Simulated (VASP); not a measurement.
An input for Ansatz (written as the equivalent of a VASP run, and not itself run):

Ansatz 0.2 input:
```yaml
crystal:
  lattice:
    - [1.2550000, -2.1737240, 0.0000000]
    - [1.2550000, 2.1737240, 0.0000000]
    - [0.0000000, 0.0000000, 4.0700000]
  atoms:
    - { symbol: Co, position: [0.3333330, 0.6666670, 0.2500000], spin: 1.8 }
    - { symbol: Co, position: [0.6666670, 0.3333330, 0.7500000], spin: 1.8 }
kpoints:
  mp_grid: { grid: [13, 13, 7] }
hamiltonian:
  xc: pbe
  pseudopotentials: { kind: paw }
magnetization: { spin_polarized: true }
scf:
  occupations: { method: methfessel_paxton, width: 0.1 }
  max_iter: 100
output: { forces: true, stress: true, eigenvalues: true }
```

Question: Translate this input to VASP (INCAR, KPOINTS, POSCAR, choice of POTCAR).

Answer: One answer among several that fit: 
POSCAR:
```
Co
1
    1.2550000000    -2.1737240000     0.0000000000
    1.2550000000     2.1737240000     0.0000000000
    0.0000000000     0.0000000000     4.0700000000
Co
2
Direct
  0.3333330000   0.6666670000   0.2500000000
  0.6666670000   0.3333330000   0.7500000000
```

**INCAR**
```
ALGO=Normal
EDIFF=1E-6
ENCUT=400
GGA=PE
ISIF=2
ISMEAR=1
ISPIN=2
LASPH=.True.
LCHARG=.False.
LMAXMIX=4
LORBIT=10
LREAL=.False.
LWAVE=.False.
MAGMOM=2*1.8
NELM=100
PREC=Accurate
SIGMA=0.1
SYSTEM=Co
```

File KPOINTS:
```
Automatic mesh
0
Gamma
13 13 7
0 0 0
```

POTCAR, in this order: Co (PBE.64 set). Program: vasp_std.

What does not carry over: each code has its own PAW files, so the cut-off isn't converted (ENCUT is set for VASP's; basis.ecutwfc is left out, and Ansatz then takes the one that its files recommend); Ansatz stops its SCF on the density residual and VASP on the energy change (EDIFF).

The compound is Co in the hcp structure. The cell was not relaxed at this level.
